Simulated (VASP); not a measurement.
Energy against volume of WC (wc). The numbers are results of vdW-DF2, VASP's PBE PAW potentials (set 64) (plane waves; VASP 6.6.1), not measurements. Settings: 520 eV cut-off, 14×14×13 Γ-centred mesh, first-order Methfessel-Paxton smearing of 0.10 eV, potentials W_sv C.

Shape and ions are relaxed at each volume.

```
V (Å³/atom)  E (eV/atom)
-----------  -----------
10.813          -8.00909
11.147          -8.02032
11.481          -8.01084
11.816          -7.98379
```

### Question
Fit these four points and predict the energy of the run at 10.478 Å³/atom.

### Answer
A cubic in V^(−2/3), the third-order Birch-Murnaghan form, passes through the four points with V0 = 11.15 Å³/atom and B0 = 330 GPa, and gives -7.9732 eV/atom there. The run gave -7.9736 eV/atom, -0.4 meV/atom from the fit; all five points give B0 = 329 GPa.

The compound is WC in the wc structure. It was relaxed first, which changed the volume by +7 %.
